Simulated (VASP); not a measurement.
An input for Quantum ESPRESSO's pw.x (written as the equivalent of a VASP run, and not itself run):

```
&CONTROL
  calculation = 'scf'
  pseudo_dir = './pseudo'
  outdir = './out'
  tprnfor = .true.
  tstress = .true.
/
&SYSTEM
  ibrav = 0
  nat = 2
  ntyp = 2
  ecutwfc = 74
  occupations = 'smearing'
  smearing = 'gaussian'
  degauss = 0.003675
  input_dft = 'vdw-df-cx'
/
&ELECTRONS
  conv_thr = 7.3e-09
  electron_maxstep = 100
/
ATOMIC_SPECIES
  K 39.098 K.upf
  Cl 35.450 Cl.upf
CELL_PARAMETERS angstrom
     0.0000000    3.1781241    3.1781241
     3.1781241    0.0000000    3.1781241
     3.1781241    3.1781241    0.0000000
ATOMIC_POSITIONS crystal
  K    0.0000000  1.0000000  0.0000000
  Cl   0.5000000  0.5000000  0.5000000
K_POINTS automatic
  7 7 7 0 0 0
```

Task: Translate this input to VASP (INCAR, KPOINTS, POSCAR, choice of POTCAR).

Result: Several could match; the one computed here: 
### POSCAR
```
KCl
1
    0.0000000000     3.1781240967     3.1781240967
    3.1781240967     0.0000000000     3.1781240967
    3.1781240967     3.1781240967     0.0000000000
K Cl
1 1
Direct
  0.0000000000   1.0000000000   0.0000000000
  0.5000000000   0.5000000000   0.5000000000
```

KPOINTS:
```
Automatic mesh
0
Gamma
7 7 7
0 0 0
```

INCAR:
```
# general
SYSTEM   = KCl
PREC     = Accurate
ENCUT    = 520
LREAL    = .FALSE.
LASPH    = .TRUE.

# electronic loop
EDIFF    = 1E-7
NELM     = 100
ALGO     = Normal

# smearing
ISMEAR   = 0
SIGMA    = 0.05

# functional
GGA      = CX
LUSE_VDW = .TRUE.
AGGAC    = 0.0

# ions
ISIF     = 2

# output
LWAVE    = .FALSE.
LCHARG   = .FALSE.
```

POTCAR, in this order: K_sv Cl (PBE.64 set). Program: vasp_std.

What does not carry over: the potentials are each code's own (VASP's PAW set, PseudoDojo norm-conserving files in pw.x), so ENCUT and ecutwfc are chosen apart and not converted; conv_thr bounds pw.x's estimated SCF error, while EDIFF bounds the energy change between steps.

The compound is KCl in the rock salt structure. This cell is one point of a volume scan, at 1.03 of the reference volume.
